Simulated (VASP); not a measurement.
Here is the system:

```xyz
5
Lattice="3.8964 0.0000 0.0000 0.0000 3.8964 0.0000 0.0000 0.0000 3.8964" Properties=species:S:1:pos:R:3 pbc="T T T"
K      0.0000     0.0000     0.0000
Mg     1.9482     1.9482     1.9482
F      1.9482     0.0000     1.9482
F      0.0000     1.9482     1.9482
F      1.9482     1.9482     0.0000
```

Method: LDA (Ceperley-Alder, Perdew-Zunger), VASP's LDA PAW potentials (set 64) (plane waves; VASP). Numerical set-up: 620 eV cut-off, 6×6×6 Γ-centred mesh, Gaussian smearing of 0.050 eV, potentials K_sv Mg F.

Energy and stress use the plane-wave basis of the starting cell.

The ions, cell shape and volume at an external pressure of 5.0 GPa are relaxed. What does this cell relax into?

```xyz
5
Lattice="3.8285 0.0000 0.0000 0.0000 3.8285 0.0000 0.0000 0.0000 3.8285" Properties=species:S:1:pos:R:3 pbc="T T T"
K      0.0000     0.0000     0.0000
Mg     1.9143     1.9143     1.9143
F      1.9143     0.0000     1.9143
F      0.0000     1.9143     1.9143
F      1.9143     1.9143     0.0000
```
Space group Pm-3m (221), at a tolerance of 0.03 Å.

How do energy and volume change from the first to the last step?

The energy (σ→0) changes by +8.5 meV/atom and the volume by -5.1 %, in 3 ionic steps.

```tsv
step	E(σ→0) (eV)	max force (eV/Å)	pressure (GPa)	volume (Å³)
1	-27.1408	0.000	-0.24	59.15
2	-27.0910	0.000	5.44	55.90
3	-27.0981	0.000	5.01	56.12
```

The compound is KMgF3 in the cubic perovskite structure. This run relaxes it under an external pressure of 5 GPa. Symmetry was kept, so distortions that lower it aren't found.
